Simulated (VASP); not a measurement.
Calculation: LDA (Ceperley-Alder, Perdew-Zunger), VASP's LDA PAW potentials (set 64) (plane waves; VASP).

VASP input:

File KPOINTS:
```
Regular mesh
0
Gamma
 11 11 11
0 0 0
```

### INCAR
```
# general
SYSTEM=NaF
PREC  =Accurate
ENCUT =520
LREAL =.False.
LASPH =.True.

# electronic loop
EDIFF =1E-7
NELM  =100
ALGO  =Normal

# smearing
ISMEAR=-5

# ions
ISIF  =2

# output
LWAVE =.False.
LCHARG=.True.
LORBIT=11
NEDOS =601
```

### POSCAR
```
NaF
1
    0.0000000000     2.2522326405     2.2522326405
    2.2522326405     0.0000000000     2.2522326405
    2.2522326405     2.2522326405     0.0000000000
Na F
1 1
Direct
  0.0000000000   0.0000000000   0.0000000000
  0.5000000000   0.5000000000   0.5000000000
```

POTCAR, in this order: Na_pv F (LDA.64 set). Program: vasp_std.

Output

File OUTCAR:
```
 ion  position               nearest neighbor table
   1  0.000  0.000  0.000-   2 2.25   2 2.25   2 2.25   2 2.25   2 2.25   2 2.25
   2  0.500  0.500  0.500-   1 2.25   1 2.25   1 2.25   1 2.25   1 2.25   1 2.25
  LATTYP: Found a face centered cubic cell.
 ALAT       =     4.5044652810
 Subroutine PRICEL returns:
 Original cell was already a primitive cell.
 Subroutine GETGRP returns: Found 48 space group operations
The static configuration has the point symmetry O_h .
The dynamic configuration has the point symmetry O_h .
 Subroutine INISYM returns: Found 48 space group operations
 Subroutine IBZKPT returns following result:
 Found     56 irreducible k-points:

 Following reciprocal coordinates:
            Coordinates               Weight
  0.000000  0.000000  0.000000      1.000000
  0.090909  0.000000  0.000000      8.000000
  0.181818  0.000000  0.000000      8.000000
  0.272727  0.000000  0.000000      8.000000
  0.363636  0.000000  0.000000      8.000000
  0.454545  0.000000  0.000000      8.000000
  0.090909  0.090909  0.000000      6.000000
  0.181818  0.090909  0.000000     24.000000
  0.272727  0.090909  0.000000     24.000000
  0.363636  0.090909  0.000000     24.000000
  0.454545  0.090909  0.000000     24.000000
 -0.454545  0.090909  0.000000     24.000000
 -0.363636  0.090909  0.000000     24.000000
 -0.272727  0.090909  0.000000     24.000000
 -0.181818  0.090909  0.000000     24.000000
 -0.090909  0.090909  0.000000     12.000000
  0.181818  0.181818  0.000000      6.000000
  0.272727  0.181818  0.000000     24.000000
  0.363636  0.181818  0.000000     24.000000
  0.454545  0.181818  0.000000     24.000000
 -0.454545  0.181818  0.000000     24.000000
 -0.363636  0.181818  0.000000     24.000000
 -0.272727  0.181818  0.000000     24.000000
 -0.181818  0.181818  0.000000     12.000000
  0.272727  0.272727  0.000000      6.000000
  0.363636  0.272727  0.000000     24.000000
  0.454545  0.272727  0.000000     24.000000
 -0.454545  0.272727  0.000000     24.000000
 -0.363636  0.272727  0.000000     24.000000
 -0.272727  0.272727  0.000000     12.000000
  0.363636  0.363636  0.000000      6.000000
  0.454545  0.363636  0.000000     24.000000
 -0.454545  0.363636  0.000000     24.000000
 -0.363636  0.363636  0.000000     12.000000
  0.454545  0.454545  0.000000      6.000000
 -0.454545  0.454545  0.000000     12.000000
  0.272727  0.181818  0.090909     24.000000
  0.363636  0.181818  0.090909     48.000000
  0.454545  0.181818  0.090909     48.000000
 -0.454545  0.181818  0.090909     48.000000
   k-points           NKPTS =     56   k-points in BZ     NKDIM =     56   number of bands    NBANDS=     11
   number of dos      NEDOS =    601   number of ions     NIONS =      2
   total plane-waves  NPLWV =  13824
   dimension x,y,z NGX =    24 NGY =   24 NGZ =   24
   dimension x,y,z NGXF=    48 NGYF=   48 NGZF=   48
   ions per type =               1   1
   PREC   = accura    normal or accurate (medium, high low for compatibility)
   ISTART =      0    job   : 0-new  1-cont  2-samecut
   ICHARG =      2    charge: 1-file 2-atom 10-const
   ISPIN  =      1    spin polarized calculation?
   LNONCOLLINEAR =      F non collinear calculations
   LSORBIT =      F    spin-orbit coupling
   INIWAV =      1    electr: 0-lowe 1-rand  2-diag
   ENCUT  =  520.0 eV  38.22 Ry    6.18 a.u.   5.92  5.92  5.92*2*pi/ulx,y,z
   NELM   =    100;   NELMIN=  2; NELMDL= -5     # of ELM steps
   EDIFF  = 0.1E-06   stopping-criterion for ELM
   LREAL  =      F    real-space projection
   NLSPLINE    = F    spline interpolate recip. space projectors
   LMAXMIX     =    2 max onsite mixed and CHGCAR
...
```

File OSZICAR:
```
       N       E                     dE             d eps       ncg     rms          rms(c)
DAV:   1     0.111436309401E+03    0.11144E+03   -0.82615E+03  1243   0.157E+03
DAV:   2    -0.455205798353E+01   -0.11599E+03   -0.10932E+03  1304   0.375E+02
DAV:   3    -0.101226372985E+02   -0.55706E+01   -0.55572E+01  1421   0.840E+01
DAV:   4    -0.101731404225E+02   -0.50503E-01   -0.50493E-01  1358   0.864E+00
DAV:   5    -0.101736404109E+02   -0.49999E-03   -0.49998E-03  1421   0.880E-01    0.509E+00
DAV:   6    -0.937559237675E+01    0.79805E+00   -0.33927E+00  1458   0.198E+01    0.175E+00
DAV:   7    -0.934763171853E+01    0.27961E-01   -0.34825E-02  1250   0.248E+00    0.956E-01
DAV:   8    -0.933253766283E+01    0.15094E-01   -0.19059E-02  1308   0.369E+00    0.108E-01
DAV:   9    -0.933267999748E+01   -0.14233E-03   -0.17535E-03  1418   0.457E-01    0.753E-02
DAV:  10    -0.933261524030E+01    0.64757E-04   -0.31324E-04  1310   0.228E-01    0.674E-03
DAV:  11    -0.933261541330E+01   -0.17300E-06   -0.13978E-05  1430   0.811E-02    0.304E-03
DAV:  12    -0.933261530292E+01    0.11038E-06   -0.41469E-07  1410   0.137E-02    0.530E-04
DAV:  13    -0.933261529398E+01    0.89390E-08   -0.37496E-08   742   0.264E-03
   1 F= -.93326153E+01 E0= -.93326153E+01  d E =0.000000E+00
```

**OUTCAR**
```
------------------------ aborting loop because EDIFF is reached ----------------------------------------
  FORCE on cell =-STRESS in cart. coord.  units (eV):
  Direction    XX          YY          ZZ          XY          YZ          ZX
  --------------------------------------------------------------------------------------
  Total       -0.0127652     -0.0127652     -0.0127652      0.0000000      0.0000000     -0.0000000
  in kB       -0.8950964     -0.8950964     -0.8950964      0.0000000      0.0000000     -0.0000000
  external PRESSURE =      -0.8950964 kB  Pullay stress =       0.0000000 kB
  volume of cell :       22.85
      direct lattice vectors                 reciprocal lattice vectors
     0.000000000  2.252232640  2.252232640    -0.222001933  0.222001933  0.222001933
     2.252232640  0.000000000  2.252232640     0.222001933 -0.222001933  0.222001933
     2.252232640  2.252232640  0.000000000     0.222001933  0.222001933 -0.222001933
  FREE ENERGIE OF THE ION-ELECTRON SYSTEM (eV)
  ---------------------------------------------------
  free  energy   TOTEN  =        -9.3326152940 eV

  energy  without entropy=       -9.3326152940  energy(sigma->0) =       -9.33261529

 total charge

# of ion       s       p       d       tot
------------------------------------------
    1        0.061   6.005   0.000   6.066
    2        1.720   4.369   0.000   6.089
--------------------------------------------------
tot          1.781  10.374   0.000  12.155
```
(Selected blocks of OUTCAR.)

The compound is NaF in the rock salt structure. It was relaxed first, which changed the volume by -8 %.
